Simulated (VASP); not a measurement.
Computed with AM05 GGA, VASP's PBE PAW potentials (set 64) (plane waves; VASP).

VASP input:

**POSCAR**
```
PtS2
13.1948540
  0.1340000091  -0.2320948293   0.0000000000
  0.1340000091   0.2320948293   0.0000000000
  0.0000000000   0.0000000000   0.4999999841
Pt S
1 2
Cart
  0.0000000000   0.0000000000   0.0000000000
  0.1340000091   0.0773650978   0.0915617862
  0.1340000091  -0.0773650978   0.4084381979
```

**INCAR**
```
# general
SYSTEM   =  PtS2
PREC     =  Accurate
ENCUT    =  520   # plane-wave cut-off (eV)
LREAL    =  .FALSE.
LASPH    =  .TRUE.
ICHARG   =  11   # fixed density

# electronic loop
EDIFF    =  1E-7
NELM     =  100   # most electronic steps
ALGO     =  Normal
LMAXMIX  =  6   # l cut-off of mixed one-centre charges

# smearing
ISMEAR   =  0   # Gaussian
SIGMA    =  0.05   # width (eV)

# functional
GGA      =  AM   # AM05

# output
LWAVE    =  .FALSE.
LCHARG   =  .FALSE.
LORBIT   =  11
```

**KPOINTS**
```
k-points along high-symmetry lines
10
Line-mode
Reciprocal
  0.000000   0.000000   0.000000 ! GAMMA
  0.500000  -0.000000   0.000000 ! M

  0.500000  -0.000000   0.000000 ! M
  0.333333   0.333333   0.000000 ! K

  0.333333   0.333333   0.000000 ! K
  0.000000   0.000000   0.000000 ! GAMMA

  0.000000   0.000000   0.000000 ! GAMMA
  0.000000   0.000000   0.500000 ! A

  0.000000   0.000000   0.500000 ! A
  0.500000  -0.000000   0.500000 ! L

  0.500000  -0.000000   0.500000 ! L
  0.333333   0.333333   0.500000 ! H

  0.333333   0.333333   0.500000 ! H
  0.000000   0.000000   0.500000 ! A

  0.500000  -0.000000   0.500000 ! L
  0.500000  -0.000000   0.000000 ! M

  0.333333   0.333333   0.500000 ! H
  0.333333   0.333333   0.000000 ! K
```

POTCAR, in this order: Pt S (PBE.64 set). Program: vasp_std. Read from the step before: CHGCAR.

The run wrote:

**OSZICAR**
```
       N       E                     dE             d eps       ncg     rms          rms(c)
DAV:   1     0.126330044517E+03    0.12633E+03   -0.10213E+04  2708   0.126E+03
DAV:   2    -0.102052566114E+02   -0.13654E+03   -0.13328E+03  3493   0.247E+02
DAV:   3    -0.162879369584E+02   -0.60827E+01   -0.60496E+01  3421   0.561E+01
DAV:   4    -0.163746037883E+02   -0.86667E-01   -0.86648E-01  3550   0.718E+00
DAV:   5    -0.163769033620E+02   -0.22996E-02   -0.22995E-02  3727   0.110E+00
DAV:   6    -0.163769970448E+02   -0.93683E-04   -0.93682E-04  3817   0.202E-01
DAV:   7    -0.163769995510E+02   -0.25062E-05   -0.25063E-05  3693   0.293E-02
DAV:   8    -0.163769996772E+02   -0.12611E-06   -0.12613E-06  3614   0.599E-03
DAV:   9    -0.163769996825E+02   -0.53210E-08   -0.53231E-08  2850   0.119E-03
   1 F= -.16377000E+02 E0= -.16377000E+02  d E =-.513474E-16
```

File OUTCAR:
```
 val. band max:        3.1755069675   @ k =   0.1481   0.1481   0.0000

 cond. band min:       4.8358829440   @ k =   0.2222   0.0000   0.5000



 k-point     1 :       0.0000    0.0000    0.0000
  band No.  band energies     occupation
      1     -11.2060      2.00000
      2      -8.7340      2.00000
      3      -2.7934      2.00000
      4      -2.7934      2.00000
      5      -2.4242      2.00000
      6       0.0186      2.00000
      7       0.0186      2.00000
      8       2.1471      2.00000
      9       2.6607      2.00000
     10       2.7573      2.00000
     11       2.7573      2.00000
     12       6.3758      0.00000
     13       6.3758      0.00000
     14       8.6576      0.00000
     15       9.0485      0.00000

 k-point     2 :       0.0556    0.0000    0.0000
  band No.  band energies     occupation
      1     -11.1653      2.00000
      2      -8.7462      2.00000
      3      -2.7846      2.00000
      4      -2.7673      2.00000
      5      -2.3875      2.00000
      6      -0.0411      2.00000
      7      -0.0159      2.00000
      8       1.9632      2.00000
      9       2.7213      2.00000
     10       2.7789      2.00000
     11       2.8301      2.00000
     12       6.1550      0.00000
     13       6.3159      0.00000
     14       8.7961      0.00000
     15       9.2745      0.00000

 k-point     3 :       0.1111    0.0000    0.0000
  band No.  band energies     occupation
      1     -11.0451      2.00000
      2      -8.7814      2.00000
      3      -2.7558      2.00000
      4      -2.6925      2.00000
      5      -2.2792      2.00000
      6      -0.2294      2.00000
      7      -0.1032      2.00000
      8       1.6015      2.00000
      9       2.8185      2.00000
     10       2.8736      2.00000
     11       2.9117      2.00000
     12       5.6653      0.00000
     13       6.1711      0.00000
     14       9.1685      0.00000
     15       9.7406      0.00000

...
```

The density is held fixed in this step, so its total energy and stress have no physical meaning. Without a dispersion term in the relaxation, distances and binding between the weakly bound layers, chains or molecules are unreliable, and so is what depends on them. Unless said otherwise, spin-orbit coupling is left out, though it shifts the bands of the heavy elements here.

The compound is PtS2 in the 1T layered structure. It was relaxed first, which changed the volume by +31 %.
